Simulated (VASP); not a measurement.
# RbPd (P-6m2) in VASP: equation of state, part 2 of 2

VASP 6.6.1. Earlier steps stand in the parts before.

## Step 7: Equation of state, PBE, 28.99 Å³/atom (volume scaled by 1.06)

The input, INCAR:

```
PREC     = Accurate       # precision mode
ENCUT    = 520            # plane-wave cutoff, eV
EDIFF    = 1E-7           # SCF threshold, eV
ISMEAR   = -1             # smearing method
SIGMA    = 0.05           # smearing width, eV
LREAL    = F              # projectors in reciprocal space
LASPH    = T              # aspherical terms in the spheres
NELM     = 100            # most SCF steps
ALGO     = Normal         # electronic algorithm
ISIF     = 2              # what is computed and relaxed
LWAVE    = F              # write WAVECAR
LCHARG   = F              # write CHGCAR
GGA      = PE             # functional
NBANDS   = 16             # bands
```

The input, KPOINTS:

```
Automatic mesh
0
Gamma
  9 9 5
```

The input, POSCAR:

```
RbPd
1.0
    3.5135042170      0.0000000000      0.0000000000
   -1.7567521085      3.0427897614      0.0000000000
    0.0000000000      0.0000000000      5.4228617767
Rb Pd
1 1
Direct
    0.0000000000      0.0000000000      0.5000000000
    0.6666700000      0.3333300000      0.0000000000
```

Potentials or basis: VASP PAW PBE potentials, release 64 (Rb_sv, Pd).

Started as:

```console
cat potpaw_PBE.64/Rb_sv/POTCAR potpaw_PBE.64/Pd/POTCAR > POTCAR
mpirun -np 1 vasp_std > vasp.out
```

OUTCAR:

```text
PREC = Accurate
   ENCUT = 520
   EDIFF = 1E-7
   ISMEAR = -1
   LREAL = F
   LASPH = T
   NELM = 100
   ISIF = 2
   GGA = PE

 Found     75 irreducible k-points:

 Following reciprocal coordinates:
            Coordinates               Weight
  0.000000  0.000000  0.000000      1.000000
  0.111111  0.000000  0.000000      4.000000
 -0.111111  0.111111  0.000000      2.000000
  0.222222 -0.000000  0.000000      4.000000
 -0.222222  0.222222  0.000000      2.000000
  0.333333  0.000000  0.000000      4.000000
   k-points           NKPTS =     75   k-points in BZ     NKDIM =     75   number of bands    NBANDS=     16
   number of dos      NEDOS =    301   number of ions     NIONS =      2
   total plane-waves  NPLWV =  31360
   dimension x,y,z NGX =    28 NGY =   28 NGZ =   40
   dimension x,y,z NGXF=    56 NGYF=   56 NGZF=   80
   ions per type =               1   1
   NGX,Y,Z   is equivalent  to a cutoff of  13.25, 13.25, 12.26 a.u.
   NGXF,Y,Z  is equivalent  to a cutoff of  26.50, 26.50, 24.53 a.u.
 SYSTEM =  unknown system
   PREC   = accura    normal or accurate (medium, high low for compatibility)
   ISTART =      0    job   : 0-new  1-cont  2-samecut
   ICHARG =      2    charge: 1-file 2-atom 10-const
   ISPIN  =      1    spin polarized calculation?
   LNONCOLLINEAR =      F non collinear calculations
   LSORBIT =      F    spin-orbit coupling
   LASPH  =      T    aspherical Exc in radial PAW
   ENCUT  =  520.0 eV  38.22 Ry    6.18 a.u.   6.53  6.53 10.08*2*pi/ulx,y,z
   NELM   =    100;   NELMIN=  2; NELMDL= -5     # of ELM steps
   EDIFF  = 0.1E-06   stopping-criterion for ELM
   LREAL  =      F    real-space projection
   EDIFFG = 0.1E-05   stopping-criterion for IOM
   NSW    =      0    number of steps for IOM
   IBRION =     -1    ionic relax: 0-MD 1-quasi-New 2-CG
   NFREE  =      0    steps in history (QN), initial steepest desc. (CG)
   ISIF   =      2    stress and relaxation
   ISYM   =      2    0-nonsym 1-usesym 2-fastsym
   POTIM  = 0.5000    time-step for ionic-motion
   TEBEG  =    0.0;   TEEND  =   0.0 temperature during run
   PSTRESS=    0.0 pullay stress
   NELECT =      19.0000    total number of electrons
   NUPDOWN=      -1.0000    fix difference up-down
   EMIN   =  10.00;   EMAX   =-10.00  energy-range for DOS
   EFERMI =   0.00;   METHOD = LEGACY
   ISMEAR =    -1;   SIGMA  =   0.05  broadening in eV -4-tet -1-fermi 0-gaus
   EFERMI_NEDOS =   21; number of points for ismear=-14 and -15
   IALGO  =     38    algorithm
   IMIX   =      4    mixing-type and parameters
     AMIX     =   0.40;   BMIX     =  1.00
     AMIX_MAG =   1.60;   BMIX_MAG =  1.00
  volume/ion in A,a.u.               =      28.99       195.62
  Fermi-wavevector in a.u.,A,eV,Ry     =   1.128701  2.132936 17.333370  1.273967
  Thomas-Fermi vector in A             =   2.265392
   LORBIT       =      0    0 simple, 1 ext, 2 COOP (PROOUT), +10 PAW based schemes
   GGA     = PE    functional components
   LHFCALC =     F    Hartree Fock is set to
   AEXX    =    0.0000 exact exchange contribution
   IVDW    =     0    specifies the selected vdW correction
   LEPSILON=     F    determine dielectric tensor
   LRPA    =     F    only Hartree local field effects (RPA)
 non-spin polarized calculation
  energy-cutoff  :      520.00
  volume of cell :       57.98
 maximum number of plane-waves:      1598
 NGX is ok and might be reduce to    28
   NGX = 13   NGY = 13   NGZ = 21

 number of electron      19.0000000 magnetization

 Free energy of the ion-electron system (eV)
  ---------------------------------------------------
  ext. energy  EPLUGINS =         0.00000000
  ---------------------------------------------------
  free energy    TOTEN  =        -5.21765026 eV

  energy without entropy =       -5.20900968  energy(sigma->0) =       -5.21332997

 E-fermi :   3.4160     XC(G=0):  -9.1819

 val. band max:        3.0578117351   @ k =   0.0000   0.0000   0.4000
 cond. band min:       3.4352279403   @ k =  -0.1111   0.1111   0.4000
 fundamental gap:      0.3774162052
 Fermi energy:         3.4160087112

 k-point     1 :       0.0000    0.0000    0.0000
  band No.  band energies     occupation
      1     -25.0376      2.00000
      2      -9.0252      2.00000
      3      -8.4331      2.00000
      4      -8.4330      2.00000
      5      -0.1381      2.00000
      6       1.1965      2.00000
[... 8 lines left out ...]
     15      12.1022      0.00000
     16      12.1023      0.00000
[... 77 lines left out ...]
 k-point     6 :       0.3333    0.0000    0.0000
  band No.  band energies     occupation
      1     -24.8682      2.00000
      2      -9.6857      2.00000
      3      -8.7883      2.00000
      4      -8.7026      2.00000
      5       1.1813      2.00000
      6       1.6202      2.00000
[... 8 lines left out ...]
     15      11.3815      0.00000
     16      11.5051      0.00000

 [... further k-points ...]

------------------------ aborting loop because EDIFF is reached ----------------------------------------

  FORCE on cell =-STRESS in cart. coord.  units (eV):
  Direction    XX          YY          ZZ          XY          YZ          ZX
  --------------------------------------------------------------------------------------
  -------------------------------------------------------------------------------------
  Total       -0.2837799     -0.2838015     -0.4887898     -0.0000178      0.0000000      0.0000000
  in kB       -7.8424400     -7.8430383    -13.5080213     -0.0004920      0.0000000      0.0000000
  external PRESSURE =      -9.7311666 kB  Pullay stress =       0.0000000 kB

 VOLUME and BASIS-vectors are now :
 -----------------------------------------------------------------------------
  energy-cutoff  :      520.00
  volume of cell :       57.98
      direct lattice vectors                 reciprocal lattice vectors
     3.513504217  0.000000000  0.000000000     0.284616138  0.164322888  0.000000000
    -1.756752108  3.042789761  0.000000000     0.000000000  0.328645775  0.000000000
     0.000000000  0.000000000  5.422861777     0.000000000  0.000000000  0.184404479

 POSITION                                       TOTAL-FORCE (eV/Angst)
 -----------------------------------------------------------------------------------
      0.00000      0.00000      2.71143         0.000007     -0.000004      0.000000
      1.75677      1.01425      0.00000        -0.000007      0.000004      0.000000
 -----------------------------------------------------------------------------------
    total drift:                                0.000004      0.000010      0.000000

  FREE ENERGIE OF THE ION-ELECTRON SYSTEM (eV)
  ---------------------------------------------------
  free  energy   TOTEN  =        -5.2176502625 eV

  energy  without entropy=       -5.2090096848  energy(sigma->0) =       -5.21332997
```

It took 58 s on 1 thread of Intel Xeon Platinum 8488C (Sapphire Rapids), shared host; peak memory 0.22 GiB.

What came out:

| Item | Value |
| --- | --- |
| Free energy | -5.2177 eV |
| Pressure | -1.0 GPa |
| Band gap on the k mesh | none (metal or under the smearing width) |

## Step 8: Equation of state, PBE

This step only gathers the single runs of the series.

Results:

| Property | Result |
| --- | --- |
| Equilibrium volume | 27.58 Å³/atom |
| Bulk modulus at fixed shape and positions | 22 GPa |
| Pressure derivative of the bulk modulus | 5.5 |

Energy against volume, from the lowest point:
```
volume (Å³/atom)  energy (meV/atom)
          25.706               9.98
          26.253               4.70
          26.800               1.46
          27.347               0.00
          27.894               0.11
          28.441               1.59
          28.988               4.29
```

Caveat: the cell was scaled at fixed shape and fractional positions, which overstates the stiffness of a crystal with free parameters, most of all of layers and chains.
